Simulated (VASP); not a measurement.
Input:

```xyz
5
Lattice="2.1094 -3.6536 0.0000 2.1094 3.6536 0.0000 0.0000 0.0000 6.5841" Properties=species:S:1:pos:R:3 pbc="T T T"
Mg     0.0000     0.0000     0.0000
Mg     2.1094     1.2179     4.1445
Mg     2.1094    -1.2179     2.4397
Sb     2.1094     1.2179     1.4053
Sb     2.1094    -1.2179     5.1789
```

Level of theory: PBE GGA, VASP's PBE PAW potentials (set 64) (plane waves; VASP 6.6.1). Run with 500 eV cut-off, 8×8×5 Γ-centred mesh, first-order Methfessel-Paxton smearing of 0.10 eV, potentials Mg Sb.

Task: The ions, cell shape and volume at an external pressure of 20.0 GPa are relaxed. Predict the relaxed structure.

Result: 
```xyz
5
Lattice="2.1077 -3.6506 0.0000 2.1077 3.6506 0.0000 0.0000 0.0000 6.6126" Properties=species:S:1:pos:R:3 pbc="T T T"
Mg     2.1077     3.6506     0.0000
Mg     2.1077     1.2169     4.1545
Mg     2.1077    -1.2169     2.4581
Sb     2.1077     1.2169     1.4130
Sb     2.1077    -1.2169     5.1996
```
Space group P-3m1 (164), at a tolerance of 0.03 Å.

Task: How do energy and volume change from the first to the last step?

Result: The energy (σ→0) changes by -7.0 meV/atom and the volume by +0.3 %, in 6 ionic steps.

The compound is Mg3Sb2 in the a-la2o3 structure. This run relaxes it under an external pressure of 20 GPa. Symmetry was kept, so distortions that lower it aren't found.
